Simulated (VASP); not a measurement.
# Al2GaP3 in VASP: notebook, part 2 of 2

VASP 6.6.1. Earlier steps stand in the parts before.

## (3) Relaxation of cell and atoms, PBE

This run uses another cell than the first one, of 22.16 Å³/atom, 1.130 times its volume.

File INCAR:

```
SYSTEM = Al2GaP3
ALGO = Fast
EDIFF = 1E-4
EDIFFG = -0.08
ENCUT = 520
GGA = PE
IBRION = 2
ISIF = 3
ISMEAR = 0
LASPH = .True.
LCHARG = .False.
LREAL = .False.
LWAVE = .False.
NELM = 60
NSW = 24
PREC = Normal
SIGMA = 0.15
```

File KPOINTS:

```
k-points
0
Gamma
  4 4 2
  0 0 0
```

File POSCAR:

```
Al2GaP3
1.0
    3.3644464600      0.0000000000      0.0000000000
    0.0000000000      3.3644464600      0.0000000000
    0.0000000000      0.0000000000     11.7448388900
Al Ga P
2 1 3
Direct
    0.0000000000      0.0000000000      0.0241090300
    0.5000000000      0.5000000000      0.4912769800
    0.5000000000      0.5000000000      0.1515834800
    0.0000000000      0.0000000000      0.6514509300
    0.0000000000      0.0000000000      0.3293667700
    0.5000000000      0.5000000000      0.8522117700
```

Potentials or basis: VASP PAW PBE potentials, release 64 (Al, Ga_d, P).

Command:

```sh
> cat potpaw_PBE.64/Al/POTCAR potpaw_PBE.64/Ga_d/POTCAR potpaw_PBE.64/P/POTCAR > POTCAR
> mpirun -np 1 vasp_std > vasp.out
```

OUTCAR:

```text
SYSTEM = Al2GaP3
   EDIFF = 1E-4
   EDIFFG = -0.08
   ENCUT = 520
   GGA = PE
   IBRION = 2
   ISIF = 3
   ISMEAR = 0
   LASPH = .True.
   LREAL = .False.
   NELM = 60
   NSW = 24
   PREC = Normal

 ion  position               nearest neighbor table
   1  0.000  0.000  0.024-   3 2.81   3 2.81   3 2.81   3 2.81   6 3.12   6 3.12   6 3.12   6 3.12

   2  0.500  0.500  0.491-   4 3.03   4 3.03   4 3.03   4 3.03   5 3.05   5 3.05   5 3.05   5 3.05

   3  0.500  0.500  0.152-   1 2.81   1 2.81   1 2.81   1 2.81
   4  0.000  0.000  0.651-   2 3.03   2 3.03   2 3.03   2 3.03
   5  0.000  0.000  0.329-   2 3.05   2 3.05   2 3.05   2 3.05
   6  0.500  0.500  0.852-   1 3.12   1 3.12   1 3.12   1 3.12

  LATTYP: Found a simple tetragonal cell.
 ALAT       =     3.3644464600
 C/A-ratio  =     3.4908681204

  Lattice vectors:

[... 587 lines left out ...]
  energy  without entropy=      -25.1562582634  energy(sigma->0) =      -25.16915476

[... ionic steps 4 to 14 ...]

--------------------------------------- Ionic step       15  -------------------------------------------

 number of electron      34.0000011 magnetization

------------------------ aborting loop because EDIFF is reached ----------------------------------------
[... 75 lines left out ...]
--------------------------------------- Ionic step       17  -------------------------------------------

 number of electron      33.9999997 magnetization

 Free energy of the ion-electron system (eV)
  ---------------------------------------------------
  ext. energy  EPLUGINS =         0.00000000
  ---------------------------------------------------
  free energy    TOTEN  =       -25.98601922 eV

  energy without entropy =      -25.95659041  energy(sigma->0) =      -25.97130481

 E-fermi :   7.9736     XC(G=0): -10.7617

 val. band max:        7.8439100439   @ k =   0.5000   0.5000   0.0000
 cond. band min:       7.9879552819   @ k =   0.5000   0.2500   0.5000
 fundamental gap:      0.1440452379
 Fermi energy:         7.9736090672

 k-point     1 :       0.0000    0.0000    0.0000
  band No.  band energies     occupation
      1      -7.5055      2.00000
      2      -7.3836      2.00000
      3      -7.2475      2.00000
      4      -7.2475      2.00000
      5      -7.2060      2.00000
      6      -6.2637      2.00000
[... 310 lines left out ...]
  FREE ENERGIE OF THE ION-ELECTRON SYSTEM (eV)
  ---------------------------------------------------
  free  energy   TOTEN  =       -25.9860192167 eV

  energy  without entropy=      -25.9565904082  energy(sigma->0) =      -25.97130481

 reached required accuracy - stopping structural energy minimisation
```

OSZICAR:

```text
N       E                     dE             d eps       ncg     rms          rms(c)
DAV:   1     0.180686970418E+03    0.18069E+03   -0.14194E+04   509   0.165E+03
DAV:   2    -0.509455512823E+00   -0.18120E+03   -0.17512E+03   564   0.353E+02
DAV:   3    -0.214988628549E+02   -0.20989E+02   -0.19631E+02   673   0.945E+01
[... 128 lines left out ...]
DAV:   1    -0.259906466530E+02   -0.77278E-02   -0.64750E-01   534   0.502E+00    0.534E-01
RMM:   2    -0.259880402433E+02    0.26064E-02   -0.28947E-02   596   0.138E+00    0.296E-01
RMM:   3    -0.259859644867E+02    0.20758E-02   -0.70345E-03   632   0.630E-01    0.762E-02
RMM:   4    -0.259860070245E+02   -0.42538E-04   -0.17310E-03   580   0.303E-01    0.370E-02
RMM:   5    -0.259860192167E+02   -0.12192E-04   -0.32571E-04   384   0.173E-01
  17 F= -.25986019E+02 E0= -.25971305E+02  d E =-.319759E-02
```

Wall time 2.3 min (1 thread of Intel Xeon Platinum 8488C (Sapphire Rapids), shared host); peak memory 0.2 GiB.

Results:

- Free energy: -25.9860 eV
- Relaxed volume: 16.34 Å³/atom
- Relaxed cell: a = 2.921 Å, b = 2.921 Å, c = 11.492 Å, α = 90.00°, β = 90.00°, γ = 90.00°
- Space group after relaxing (to 0.05 Å): P4mm (No. 99)
- Energy gained by relaxing: 532.6 meV/atom
- Ionic steps: 17
- Pressure after relaxing: 0.3 GPa
- Largest force after relaxing: 0.061 eV/Å

Forces in eV/Å, atoms in the order of the input:
```
Al   0.000  0.000  0.018
Al   0.000  0.000  0.035
Ga   0.000  0.000 -0.041
P    0.000  0.000 -0.061
P    0.000  0.000 -0.010
P    0.000  0.000  0.059
```

Stress tensor (GPa, compression positive):
```
0.33 0.00 0.00
0.00 0.33 0.00
0.00 0.00 0.22
```

Step by step:
| step | energy change (eV) | largest force (eV/Å) | pressure (GPa) | volume (Å³) |
| --- | --- | --- | --- | --- |
| 1 | 0.0000 | 1.3458 | -13.26 | 132.95 |
| 2 | -2.2545 | 2.2283 | -4.24 | 100.69 |
| 3 | -2.3918 | 2.3781 | 1.58 | 93.40 |
| 4 | -2.7741 | 1.4592 | 3.20 | 92.07 |
| 5 | -2.9328 | 0.9362 | 6.03 | 90.61 |
| 6 | -3.1366 | 0.4808 | 0.03 | 97.06 |
| 7 | -3.1387 | 0.4579 | -0.96 | 97.85 |
| 8 | -3.1385 | 0.4782 | -0.31 | 97.57 |
| 9 | -3.1650 | 0.2772 | -0.29 | 97.27 |
| 10 | -3.1710 | 0.2227 | -0.08 | 97.08 |
| 11 | -3.1779 | 0.1016 | 0.20 | 96.90 |
| 12 | -3.1847 | 0.1076 | 0.57 | 96.84 |
| 13 | -3.1861 | 0.0611 | 0.62 | 96.74 |
| 14 | -3.1919 | 0.0812 | -0.14 | 97.73 |
| 15 | -3.1922 | 0.0739 | 0.20 | 97.80 |
| 16 | -3.1926 | 0.0810 | -0.30 | 97.95 |
| 17 | -3.1958 | 0.0611 | 0.30 | 98.05 |

Final structure:
```yaml
crystal:
  lattice:
    - [2.92098, 0.00000, 0.00000]
    - [0.00000, 2.92098, 0.00000]
    - [0.00000, 0.00000, 11.49172]
  atoms:
    - { symbol: Al, position: [0.00000, 0.00000, 0.98393] }
    - { symbol: Al, position: [0.50000, 0.50000, 0.50071] }
    - { symbol: Ga, position: [0.50000, 0.50000, 0.17763] }
    - { symbol: P, position: [0.00000, 0.00000, 0.63354] }
    - { symbol: P, position: [0.00000, 0.00000, 0.34580] }
    - { symbol: P, position: [0.50000, 0.50000, 0.85839] }
```

Levels at points of the mesh, in eV from the Fermi level:
```
           k point  band 13  band 14  band 15  band 16  band 17  band 18  band 19  band 20  band 21
(0.00, 0.00, 0.00)     0.83     0.83     1.20     1.20     1.86     1.86     1.92     4.13     4.13
(0.50, 0.00, 0.00)    -4.91    -3.66    -3.48    -0.50     0.29     1.47     1.95     2.74     2.94
(0.50, 0.50, 0.00)    -4.19    -4.19    -2.75    -2.22    -1.87    -1.05    -0.84    -0.84    -0.13
(0.00, 0.00, 0.50)     0.28     0.86     0.86     1.13     1.13     1.91     1.91     4.16     4.52
(0.50, 0.00, 0.50)    -5.43    -2.63    -2.56    -1.84    -1.02     2.74     2.79     2.94     3.48
(0.50, 0.50, 0.50)    -4.05    -4.05    -2.83    -2.06    -1.45    -1.22    -1.18    -1.12    -1.12
```

Caveat: the k mesh is coarse (spacing up to 0.47 Å⁻¹), so the values aren't converged; the volume moved by over 15 % at a fixed basis, so the end points are rough; the bands computed are all filled at some k points, so no gap is given; the relaxation stopped at a loose force limit of 0.08 eV/Å, so its end isn't a converged minimum.

## (4) Relaxation of cell and atoms, PBE

This run uses another cell than the first one, of 20.34 Å³/atom, 1.037 times its volume.

INCAR is that of step 3.

File KPOINTS:

```
k-points
0
Gamma
  5 5 5
  0 0 0
```

File POSCAR:

```
Al2GaP3
1.0
   -1.9300000000      1.9300000000      8.1900000000
    1.9300000000     -1.9300000000      8.1900000000
    1.9300000000      1.9300000000     -8.1900000000
Al Ga P
2 1 3
Direct
    0.3333000000      0.3333000000      0.0000000000
    0.6667000000      0.6667000000      0.0000000000
    0.0000000000      0.0000000000      0.0000000000
    0.9167000000      0.4167000000      0.5000000000
    0.5833000000      0.0833000000      0.5000000000
    0.2500000000      0.7500000000      0.5000000000
```

Potentials or basis: VASP PAW PBE potentials, release 64 (Al, Ga_d, P).

Command:

```sh
> cat potpaw_PBE.64/Al/POTCAR potpaw_PBE.64/Ga_d/POTCAR potpaw_PBE.64/P/POTCAR > POTCAR
> mpirun -np 1 vasp_std > vasp.out
```

OUTCAR:

```text
SYSTEM = Al2GaP3
   EDIFF = 1E-4
   EDIFFG = -0.08
   ENCUT = 520
   GGA = PE
   IBRION = 2
   ISIF = 3
   ISMEAR = 0
   LASPH = .True.
   LREAL = .False.
   NELM = 60
   NSW = 24
   PREC = Normal

 ion  position               nearest neighbor table
   1  0.333  0.333  0.000-   6 2.36   6 2.36   4 2.36   4 2.36
   2  0.667  0.667  0.000-   6 2.36   6 2.36   5 2.36   5 2.36
   3  0.000  0.000  0.000-   5 2.36   4 2.36   5 2.36   4 2.36
   4  0.917  0.417  0.500-   3 2.36   3 2.36   1 2.36   1 2.36
   5  0.583  0.083  0.500-   3 2.36   3 2.36   2 2.36   2 2.36
   6  0.250  0.750  0.500-   1 2.36   2 2.36   1 2.36   2 2.36

  LATTYP: Found a body centered tetragonal cell.
 ALAT       =     3.8600000000
 C/A-ratio  =     4.2435233161

  Lattice vectors:

 A1 = (  -1.9300000000,   1.9300000000,   8.1900000000)
 A2 = (   1.9300000000,  -1.9300000000,   8.1900000000)
 A3 = (   1.9300000000,   1.9300000000,  -8.1900000000)

Analysis of symmetry for initial positions (statically):
=====================================================================
 Subroutine PRICEL returns:
 Original cell was already a primitive cell.

 Routine SETGRP: Setting up the symmetry group for a
 body centered tetragonal supercell.

 Subroutine GETGRP returns: Found  8 space group operations
 (whereof  8 operations were pure point group operations)
 out of a pool of 16 trial point group operations.

The static configuration has the point symmetry D_2d.

Analysis of symmetry for dynamics (positions and initial velocities):
=====================================================================
 Subroutine PRICEL returns:
 Original cell was already a primitive cell.

 Routine SETGRP: Setting up the symmetry group for a
 body centered tetragonal supercell.

 Subroutine GETGRP returns: Found  8 space group operations
 (whereof  8 operations were pure point group operations)
 out of a pool of 16 trial point group operations.

The dynamic configuration has the point symmetry D_2d.

 Subroutine INISYM returns: Found  8 space group operations
 (whereof  8 operations are pure point group operations),
 and found     1 'primitive' translations

----------------------------------------------------------------------------------------

                                     Primitive cell

  volume of cell :     122.0277

  direct lattice vectors                    reciprocal lattice vectors
    -1.930000000  1.930000000  8.190000000     0.000000000  0.259067358  0.061050061
     1.930000000 -1.930000000  8.190000000     0.259067358  0.000000000  0.061050061
     1.930000000  1.930000000 -8.190000000     0.259067358  0.259067358  0.000000000

  length of vectors
     8.632838467  8.632838467  8.632838467     0.266163494  0.266163494  0.366376571

  position of ions in fractional coordinates (direct lattice)
     0.333300000  0.333300000  0.000000000
     0.666700000  0.666700000  0.000000000
     0.000000000  0.000000000  0.000000000
     0.916700000  0.416700000  0.500000000
     0.583300000  0.083300000  0.500000000
     0.250000000  0.750000000  0.500000000

  ion indices of the primitive-cell ions
   primitive index   ion index
                 1           1
                 2           2
                 3           3
                 4           4
                 5           5
                 6           6

----------------------------------------------------------------------------------------

 KPOINTS: k-points

Automatic generation of k-mesh.
 Grid dimensions read from file:
 generate k-points for:    5    5    5

 Generating k-lattice:

  Cartesian coordinates                     Fractional coordinates (reciprocal lattice)
     0.000000000  0.051813472  0.012210012     0.200000000 -0.000000000  0.000000000
     0.051813472  0.000000000  0.012210012    -0.000000000  0.200000000  0.000000000
     0.051813472  0.051813472  0.000000000     0.000000000  0.000000000  0.200000000

  Length of vectors
     0.053232699  0.053232699  0.073275314

  Shift w.r.t. Gamma in fractional coordinates (k-lattice)
     0.000000000  0.000000000  0.000000000

 Subroutine IBZKPT returns following result:
 ===========================================

 Found     18 irreducible k-points:

 Following reciprocal coordinates:
            Coordinates               Weight
  0.000000  0.000000  0.000000      1.000000
  0.200000  0.000000  0.000000      8.000000
  0.400000  0.000000  0.000000      8.000000
  0.200000  0.200000  0.000000      8.000000
  0.400000  0.200000  0.000000     16.000000
 -0.400000  0.200000  0.000000     16.000000
[... 10 lines left out ...]
 -0.400000  0.400000  0.400000      4.000000
 -0.400000 -0.400000  0.400000      2.000000
   k-points           NKPTS =     18   k-points in BZ     NKDIM =     18   number of bands    NBANDS=     21
   number of dos      NEDOS =    301   number of ions     NIONS =      6
   total plane-waves  NPLWV = 110592
   dimension x,y,z NGX =    48 NGY =   48 NGZ =   48
   dimension x,y,z NGXF=    96 NGYF=   96 NGZF=   96
   ions per type =               2   1   3
   NGX,Y,Z   is equivalent  to a cutoff of   9.24,  9.24,  9.24 a.u.
   NGXF,Y,Z  is equivalent  to a cutoff of  18.49, 18.49, 18.49 a.u.
 SYSTEM =  Al2GaP3
   PREC   = normal    normal or accurate (medium, high low for compatibility)
   ISTART =      0    job   : 0-new  1-cont  2-samecut
   ICHARG =      2    charge: 1-file 2-atom 10-const
   ISPIN  =      1    spin polarized calculation?
   LNONCOLLINEAR =      F non collinear calculations
   LSORBIT =      F    spin-orbit coupling
   LASPH  =      T    aspherical Exc in radial PAW
   ENCUT  =  520.0 eV  38.22 Ry    6.18 a.u.  16.05 16.05 16.05*2*pi/ulx,y,z
   NELM   =     60;   NELMIN=  2; NELMDL= -5     # of ELM steps
   EDIFF  = 0.1E-03   stopping-criterion for ELM
   LREAL  =      F    real-space projection
   EDIFFG = -.8E-01   stopping-criterion for IOM
   NSW    =     24    number of steps for IOM
   IBRION =      2    ionic relax: 0-MD 1-quasi-New 2-CG
   NFREE  =      1    steps in history (QN), initial steepest desc. (CG)
   ISIF   =      3    stress and relaxation
   ISYM   =      2    0-nonsym 1-usesym 2-fastsym
   POTIM  = 0.5000    time-step for ionic-motion
   TEBEG  =    0.0;   TEEND  =   0.0 temperature during run
   PSTRESS=    0.0 pullay stress
   NELECT =      34.0000    total number of electrons
   NUPDOWN=      -1.0000    fix difference up-down
   EMIN   =  10.00;   EMAX   =-10.00  energy-range for DOS
   EFERMI =   0.00;   METHOD = LEGACY
   ISMEAR =     0;   SIGMA  =   0.15  broadening in eV -4-tet -1-fermi 0-gaus
   EFERMI_NEDOS =   21; number of points for ismear=-14 and -15
   IALGO  =     68    algorithm
   IMIX   =      4    mixing-type and parameters
     AMIX     =   0.40;   BMIX     =  1.00
     AMIX_MAG =   1.60;   BMIX_MAG =  1.00
  volume/ion in A,a.u.               =      20.34       137.25
  Fermi-wavevector in a.u.,A,eV,Ry     =   1.069256  2.020601 15.555651  1.143308
  Thomas-Fermi vector in A             =   2.204930
   LORBIT       =      0    0 simple, 1 ext, 2 COOP (PROOUT), +10 PAW based schemes
   GGA     = PE    functional components
   LHFCALC =     F    Hartree Fock is set to
   AEXX    =    0.0000 exact exchange contribution
   IVDW    =     0    specifies the selected vdW correction
   LEPSILON=     F    determine dielectric tensor
   LRPA    =     F    only Hartree local field effects (RPA)
 conjugate gradient relaxation of ions
 non-spin polarized calculation
 RMM-DIIS sequential band-by-band and
 Gauss-broadening in eV      SIGMA  =   0.15
  energy-cutoff  :      520.00
  volume of cell :      122.03
 maximum number of plane-waves:      3298
   NGX = 31   NGY = 31   NGZ = 31

--------------------------------------- Ionic step        1  -------------------------------------------

 number of electron      34.0000011 magnetization

 Free energy of the ion-electron system (eV)
  ---------------------------------------------------
  ext. energy  EPLUGINS =         0.00000000
  ---------------------------------------------------
  free energy    TOTEN  =       -29.81588171 eV

  energy without entropy =      -29.81588171  energy(sigma->0) =      -29.81588171

------------------------ aborting loop because EDIFF is reached ----------------------------------------

  FORCE on cell =-STRESS in cart. coord.  units (eV):
  Direction    XX          YY          ZZ          XY          YZ          ZX
  --------------------------------------------------------------------------------------
  -------------------------------------------------------------------------------------
  Total        1.7167692      1.7167692      1.4398845      0.0000000     -0.0000000      0.0000000
  in kB       22.5405232     22.5405232     18.9051321      0.0000000     -0.0000000      0.0000000
  external PRESSURE =      21.3287262 kB  Pullay stress =       0.0000000 kB
[... 65 lines left out ...]
  energy  without entropy=      -29.8335371375  energy(sigma->0) =      -29.83353714

--------------------------------------- Ionic step        3  -------------------------------------------

 number of electron      33.9999995 magnetization

 Free energy of the ion-electron system (eV)
  ---------------------------------------------------
  ext. energy  EPLUGINS =         0.00000000
  ---------------------------------------------------
  free energy    TOTEN  =       -29.83851474 eV

  energy without entropy =      -29.83851474  energy(sigma->0) =      -29.83851474

 E-fermi :   4.9760     XC(G=0):  -9.2997

 val. band max:        4.3480422853   @ k =   0.0000   0.0000   0.0000
 cond. band min:       6.0213292349   @ k =  -0.4000  -0.4000   0.4000
 fundamental gap:      1.6732869496
 Fermi energy:         4.9759695707

 k-point     1 :       0.0000    0.0000    0.0000
  band No.  band energies     occupation
      1      -9.9325      2.00000
      2      -9.8528      2.00000
      3      -9.8528      2.00000
      4      -9.8076      2.00000
      5      -9.7787      2.00000
      6      -7.3317      2.00000
[... 454 lines left out ...]
  FREE ENERGIE OF THE ION-ELECTRON SYSTEM (eV)
  ---------------------------------------------------
  free  energy   TOTEN  =       -29.8385147365 eV

  energy  without entropy=      -29.8385147365  energy(sigma->0) =      -29.83851474

 reached required accuracy - stopping structural energy minimisation
```

It took 1.9 min on 1 thread of Intel Xeon Platinum 8488C (Sapphire Rapids), shared host; peak memory 0.35 GiB.

Results:

```
Free energy                            : -29.8385 eV
Relaxed volume                         : 20.89 Å³/atom
Relaxed cell                           : a = 8.702 Å, b = 8.702 Å, c = 8.702 Å, α = 154.13°, β = 154.13°, γ = 36.91°
Space group after relaxing (to 0.05 Å) : I-4m2 (No. 119)
Energy gained by relaxing              : 3.8 meV/atom
Ionic steps                            : 3
Pressure after relaxing                : -0.2 GPa
Largest force after relaxing           : 0.045 eV/Å
Band gap on the k mesh                 : 1.67 eV, indirect (least direct gap 1.83 eV)
```

Forces on the atoms (eV/Å):
```
Al   0.000  0.000  0.004
Al   0.000  0.000 -0.004
Ga   0.000  0.000  0.000
P    0.000  0.000 -0.045
P    0.000  0.000  0.045
P    0.000  0.000  0.000
```

The path:
```tsv
step	energy change (eV)	largest force (eV/Å)	pressure (GPa)	volume (Å³)
1	0.0000	0.0942	2.13	122.03
2	-0.0177	0.0330	-1.36	126.87
3	-0.0226	0.0452	-0.16	125.32
```

Final structure:
```xyz
6
Lattice="-1.9482 1.9482 8.2547 1.9482 -1.9482 8.2547 1.9482 1.9482 -8.2547" Properties=species:S:1:pos:R:3 pbc="T T T"
Al    0.0000    0.0000    5.5042
Al    0.0000    0.0000   11.0051
Ga    0.0000    0.0000    0.0000
P     0.0000    1.9482    6.8763
P     0.0000    1.9482    1.3784
P     1.9482    0.0000    4.1273
```

Levels at points of the mesh, in eV from the valence-band top:
```tsv
k point	band 13	band 14	band 15	band 16	band 17	band 18	band 19	band 20	band 21
(0.00, 0.00, 0.00)	-1.79	-1.79	-0.02	0.00	0.00	1.83	2.27	2.56	3.13
```

Caveat: the k mesh is coarse (spacing up to 0.46 Å⁻¹), so the values aren't converged; an odd mesh through Γ misses points on the zone boundary, where band edges often lie; the relaxation stopped at a loose force limit of 0.08 eV/Å, so its end isn't a converged minimum.
